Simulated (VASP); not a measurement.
# TiMnF3 (Pm-3m) in VASP: single point with r2SCAN

Aim: the single point of TiMnF3 with r2SCAN.

Everything below comes from runs of VASP 6.6.1. Logs are shortened: lines on timing, memory, paths and dates and some standing lists are left out, and cuts for length are marked.

### Step 1. Starting point

The structure is cubic, space group Pm-3m (No. 221). Conventional cell: a = 3.779 Å, b = 3.779 Å, c = 3.779 Å, α = 90.00°, β = 90.00°, γ = 90.00°. Ti (site symmetry m-3m) is surrounded by 6 F at 1.89 Å. Mn (site symmetry m-3m) has 12 F at 2.67 Å as nearest neighbours. Around F (site symmetry 4/mmm) lie 2 Ti at 1.89 Å.

The cell was built by a generator and needn't be a form met in nature.

### Step 2. Single point, r2SCAN

The input, POSCAR:

```
TiMnF3
1.0
    3.7787819600      0.0000000000      0.0000000000
    0.0000000000      3.7787819600      0.0000000000
    0.0000000000      0.0000000000      3.7787819600
Ti Mn F
1 1 3
Direct
    0.5000000000      0.5000000000      0.5000000000
    0.0000000000      0.0000000000      0.0000000000
    0.5000000000      0.5000000000      0.0000000000
    0.0000000000      0.5000000000      0.5000000000
    0.5000000000      0.0000000000      0.5000000000
```

The input, INCAR.step1:

```
SYSTEM = TiMnF3
ALGO = Normal ; EDIFF = 1E-4
ENCUT = 520 ; GGA = PE
ISMEAR = -5 ; LASPH = .True.
LCHARG = .False. ; LMAXMIX = 4
LREAL = .False. ; LWAVE = .True.
NELM = 100 ; PREC = Accurate
SIGMA = 0.0421
```

The input, INCAR.step2:

```
SYSTEM = TiMnF3
ALGO = Normal ; EDIFF = 1E-6
ENCUT = 520 ; ISIF = 2
ISMEAR = 1 ; ISTART = 1
LASPH = .True. ; LCHARG = .False.
LMAXMIX = 4 ; LMIXTAU = .True.
LORBIT = 10 ; LREAL = .False.
LWAVE = .False. ; METAGGA = R2SCAN
NELM = 100 ; PREC = Accurate
SIGMA = 0.0421
```

The input, KPOINTS:

```
k-points
0
Gamma
  7 7 7
  0 0 0
```

Potentials or basis: VASP PAW PBE potentials, release 64 (Ti_sv, Mn_pv, F).

The run is started by

```console
cat potpaw_PBE.64/Ti_sv/POTCAR potpaw_PBE.64/Mn_pv/POTCAR potpaw_PBE.64/F/POTCAR > POTCAR
cp INCAR.step1 INCAR
mpirun -np 1 vasp_std > vasp.out
cp INCAR.step2 INCAR
mpirun -np 1 vasp_std > vasp.out
```

OUTCAR:

```text
SYSTEM = TiMnF3
   EDIFF = 1E-6
   ENCUT = 520
   ISIF = 2
   ISMEAR = 1
   ISTART = 1
   LASPH = .True.
   LORBIT = 10
   LREAL = .False.
   METAGGA = R2SCAN
   NELM = 100
   PREC = Accurate

 ion  position               nearest neighbor table
   1  0.500  0.500  0.500-   3 1.89   4 1.89   5 1.89   3 1.89   5 1.89   4 1.89
   2  0.000  0.000  0.000-
   3  0.500  0.500  0.000-   1 1.89   1 1.89
   4  0.000  0.500  0.500-   1 1.89   1 1.89
   5  0.500  0.000  0.500-   1 1.89   1 1.89

  LATTYP: Found a simple cubic cell.
 ALAT       =     3.7787819600

  Lattice vectors:

 A1 = (   3.7787819600,   0.0000000000,   0.0000000000)
 A2 = (   0.0000000000,   3.7787819600,   0.0000000000)
 A3 = (   0.0000000000,   0.0000000000,   3.7787819600)

Analysis of symmetry for initial positions (statically):
=====================================================================
 Subroutine PRICEL returns:
 Original cell was already a primitive cell.

 Routine SETGRP: Setting up the symmetry group for a
 simple cubic supercell.

 Subroutine GETGRP returns: Found 48 space group operations
 (whereof 48 operations were pure point group operations)
 out of a pool of 48 trial point group operations.

The static configuration has the point symmetry O_h .

Analysis of symmetry for dynamics (positions and initial velocities):
=====================================================================
 Subroutine PRICEL returns:
 Original cell was already a primitive cell.

 Routine SETGRP: Setting up the symmetry group for a
 simple cubic supercell.

 Subroutine GETGRP returns: Found 48 space group operations
 (whereof 48 operations were pure point group operations)
 out of a pool of 48 trial point group operations.

The dynamic configuration has the point symmetry O_h .

 Subroutine INISYM returns: Found 48 space group operations
 (whereof 48 operations are pure point group operations),
 and found     1 'primitive' translations

----------------------------------------------------------------------------------------

                                     Primitive cell

  volume of cell :      53.9580

  direct lattice vectors                    reciprocal lattice vectors
     3.778781960  0.000000000  0.000000000     0.264635539  0.000000000  0.000000000
     0.000000000  3.778781960  0.000000000     0.000000000  0.264635539  0.000000000
     0.000000000  0.000000000  3.778781960     0.000000000  0.000000000  0.264635539

  length of vectors
     3.778781960  3.778781960  3.778781960     0.264635539  0.264635539  0.264635539

  position of ions in fractional coordinates (direct lattice)
     0.500000000  0.500000000  0.500000000
     0.000000000  0.000000000  0.000000000
     0.500000000  0.500000000  0.000000000
     0.000000000  0.500000000  0.500000000
     0.500000000  0.000000000  0.500000000

  ion indices of the primitive-cell ions
   primitive index   ion index
                 1           1
                 2           2
                 3           3
                 4           4
                 5           5

----------------------------------------------------------------------------------------

 KPOINTS: k-points

Automatic generation of k-mesh.
 Grid dimensions read from file:
 generate k-points for:    7    7    7

 Generating k-lattice:

  Cartesian coordinates                     Fractional coordinates (reciprocal lattice)
     0.037805077  0.000000000  0.000000000     0.142857143  0.000000000  0.000000000
     0.000000000  0.037805077  0.000000000     0.000000000  0.142857143  0.000000000
     0.000000000  0.000000000  0.037805077     0.000000000  0.000000000  0.142857143

  Length of vectors
     0.037805077  0.037805077  0.037805077

  Shift w.r.t. Gamma in fractional coordinates (k-lattice)
     0.000000000  0.000000000  0.000000000

 Subroutine IBZKPT returns following result:
 ===========================================

 Found     20 irreducible k-points:

 Following reciprocal coordinates:
            Coordinates               Weight
  0.000000  0.000000  0.000000      1.000000
  0.142857  0.000000  0.000000      6.000000
  0.285714  0.000000  0.000000      6.000000
  0.428571  0.000000  0.000000      6.000000
  0.142857  0.142857  0.000000     12.000000
  0.285714  0.142857  0.000000     24.000000
[... 12 lines left out ...]
  0.428571  0.428571  0.285714     24.000000
  0.428571  0.428571  0.428571      8.000000
   k-points           NKPTS =     20   k-points in BZ     NKDIM =     20   number of bands    NBANDS=     27
   number of dos      NEDOS =    301   number of ions     NIONS =      5
   total plane-waves  NPLWV =  21952
   dimension x,y,z NGX =    28 NGY =   28 NGZ =   28
   dimension x,y,z NGXF=    56 NGYF=   56 NGZF=   56
   ions per type =               1   1   3
   NGX,Y,Z   is equivalent  to a cutoff of  12.32, 12.32, 12.32 a.u.
   NGXF,Y,Z  is equivalent  to a cutoff of  24.64, 24.64, 24.64 a.u.
 SYSTEM =  TiMnF3
   PREC   = accura    normal or accurate (medium, high low for compatibility)
   ISTART =      1    job   : 0-new  1-cont  2-samecut
   ICHARG =      0    charge: 1-file 2-atom 10-const
   ISPIN  =      1    spin polarized calculation?
   LNONCOLLINEAR =      F non collinear calculations
   LSORBIT =      F    spin-orbit coupling
   LASPH  =      T    aspherical Exc in radial PAW
   ENCUT  =  520.0 eV  38.22 Ry    6.18 a.u.   7.03  7.03  7.03*2*pi/ulx,y,z
   NELM   =    100;   NELMIN=  2; NELMDL=  0     # of ELM steps
   EDIFF  = 0.1E-05   stopping-criterion for ELM
   LREAL  =      F    real-space projection
   EDIFFG = 0.1E-04   stopping-criterion for IOM
   NSW    =      0    number of steps for IOM
   IBRION =     -1    ionic relax: 0-MD 1-quasi-New 2-CG
   NFREE  =      0    steps in history (QN), initial steepest desc. (CG)
   ISIF   =      2    stress and relaxation
   ISYM   =      2    0-nonsym 1-usesym 2-fastsym
   POTIM  = 0.5000    time-step for ionic-motion
   TEBEG  =    0.0;   TEEND  =   0.0 temperature during run
   PSTRESS=    0.0 pullay stress
   NELECT =      46.0000    total number of electrons
   NUPDOWN=      -1.0000    fix difference up-down
   EMIN   =  10.00;   EMAX   =-10.00  energy-range for DOS
   EFERMI =   0.00;   METHOD = LEGACY
   ISMEAR =     1;   SIGMA  =   0.04  broadening in eV -4-tet -1-fermi 0-gaus
   EFERMI_NEDOS =   21; number of points for ismear=-14 and -15
   IALGO  =     38    algorithm
   IMIX   =      4    mixing-type and parameters
     AMIX     =   0.40;   BMIX     =  1.00
     AMIX_MAG =   1.60;   BMIX_MAG =  1.00
  volume/ion in A,a.u.               =      10.79        72.83
  Fermi-wavevector in a.u.,A,eV,Ry     =   1.552300  2.933421 32.785071  2.409635
  Thomas-Fermi vector in A             =   2.656695
   LORBIT       =     10    0 simple, 1 ext, 2 COOP (PROOUT), +10 PAW based schemes
   METAGGA = R2SCAN    functional components
   LHFCALC =     F    Hartree Fock is set to
   AEXX    =    0.0000 exact exchange contribution
   IVDW    =     0    specifies the selected vdW correction
   LEPSILON=     F    determine dielectric tensor
   LRPA    =     F    only Hartree local field effects (RPA)
 non-spin polarized calculation
 Methfessel and Paxton  Order N= 1 SIGMA  =   0.04
  energy-cutoff  :      520.00
  volume of cell :       53.96
 maximum number of plane-waves:      1467
   NGX = 15   NGY = 15   NGZ = 15

 number of electron      45.9999986 magnetization

 Free energy of the ion-electron system (eV)
  ---------------------------------------------------
  ext. energy  EPLUGINS =         0.00000000
  ---------------------------------------------------
  free energy    TOTEN  =       -42.06018688 eV

  energy without entropy =      -42.05717530  energy(sigma->0) =      -42.05918302

 E-fermi :   8.2283     XC(G=0): -12.0662

 val. band max:        8.2277782171   @ k =   0.4286   0.1429   0.1429
 cond. band min:       8.2304593182   @ k =   0.2857   0.2857   0.1429
 fundamental gap:      0.0026811011
 Fermi energy:         8.2282662828

 k-point     1 :       0.0000    0.0000    0.0000
  band No.  band energies     occupation
      1     -52.8341      2.00000
      2     -40.6935      2.00000
      3     -40.6935      2.00000
      4     -40.6935      2.00000
      5     -28.2345      2.00000
      6     -28.2345      2.00000
[... 19 lines left out ...]
     26       8.6897     -0.00000
     27       8.6897     -0.00000

 k-point     2 :       0.1429    0.0000    0.0000
  band No.  band energies     occupation
      1     -52.8331      2.00000
      2     -40.6942      2.00000
      3     -40.6934      2.00000
      4     -40.6934      2.00000
      5     -28.3144      2.00000
      6     -28.2334      2.00000
[... 19 lines left out ...]
     26       8.6146     -0.00000
     27       8.7259     -0.00000

 k-point     3 :       0.2857    0.0000    0.0000
  band No.  band energies     occupation
      1     -52.8308      2.00000
      2     -40.6958      2.00000
      3     -40.6933      2.00000
      4     -40.6933      2.00000
      5     -28.4839      2.00000
      6     -28.2312      2.00000
[... 474 lines left out ...]
      1     -52.8206      2.00000
      2     -40.6965      2.00000
      3     -40.6964      2.00000
      4     -40.6951      2.00000
      5     -28.6002      2.00000
      6     -28.5997      2.00000
[... 19 lines left out ...]
     26       9.3513      0.00000
     27       9.5194      0.00000

 k-point    20 :       0.4286    0.4286    0.4286
  band No.  band energies     occupation
      1     -52.8187      2.00000
      2     -40.6963      2.00000
      3     -40.6963      2.00000
      4     -40.6963      2.00000
      5     -28.5982      2.00000
      6     -28.5976      2.00000
[... 19 lines left out ...]
     26       9.5887      0.00000
     27       9.5887      0.00000

------------------------ aborting loop because EDIFF is reached ----------------------------------------

  FORCE on cell =-STRESS in cart. coord.  units (eV):
  Direction    XX          YY          ZZ          XY          YZ          ZX
  --------------------------------------------------------------------------------------
  -------------------------------------------------------------------------------------
  Total        8.8208944      8.8208944      8.8208944      0.0000000      0.0000000     -0.0000000
  in kB      261.9194225    261.9194225    261.9194225      0.0000000      0.0000000     -0.0000000
  external PRESSURE =     261.9194225 kB  Pullay stress =       0.0000000 kB

 VOLUME and BASIS-vectors are now :
 -----------------------------------------------------------------------------
  energy-cutoff  :      520.00
  volume of cell :       53.96
      direct lattice vectors                 reciprocal lattice vectors
     3.778781960  0.000000000  0.000000000     0.264635539  0.000000000  0.000000000
     0.000000000  3.778781960  0.000000000     0.000000000  0.264635539  0.000000000
     0.000000000  0.000000000  3.778781960     0.000000000  0.000000000  0.264635539

 POSITION                                       TOTAL-FORCE (eV/Angst)
 -----------------------------------------------------------------------------------
      1.88939      1.88939      1.88939         0.000000      0.000000      0.000000
      0.00000      0.00000      0.00000         0.000000      0.000000      0.000000
      1.88939      1.88939      0.00000         0.000000      0.000000      0.000000
      0.00000      1.88939      1.88939         0.000000      0.000000      0.000000
      1.88939      0.00000      1.88939         0.000000      0.000000      0.000000
 -----------------------------------------------------------------------------------
    total drift:                                0.000000      0.000000      0.000000

  FREE ENERGIE OF THE ION-ELECTRON SYSTEM (eV)
  ---------------------------------------------------
  free  energy   TOTEN  =       -42.0601868828 eV

  energy  without entropy=      -42.0571753040  energy(sigma->0) =      -42.05918302

 total charge

# of ion       s       p       d       tot
------------------------------------------
    1        2.176   6.244   2.029  10.449
    2        0.148   6.023   5.410  11.581
    3        1.760   4.421   0.000   6.181
    4        1.760   4.421   0.000   6.181
    5        1.760   4.421   0.000   6.181
--------------------------------------------------
tot          7.603  25.531   7.439  40.572
```

Run time: 2 min. Hardware: 1 thread of AMD EPYC 9R14 (Zen 4), shared host; peak memory 0.16 GiB.

Results:

| Quantity | Value |
| --- | --- |
| Free energy | -42.0602 eV |
| Pressure | 26.2 GPa |
| Band gap on the k mesh | none (metal or under the smearing width) |
| Valence electrons inside the program's atomic spheres | Ti 10.45; Mn 11.58; F 6.18 |

Caveat: so large a pressure means that the cell lies far from this level's equilibrium, or that cutoff or potentials fall short; the potentials were made for another functional, which shifts forces and pressure; the run has no spin polarisation, though such a crystal can be magnetic; semilocal functionals often make such compounds metallic where correlation or magnetic order opens a gap, which also shifts bond lengths.
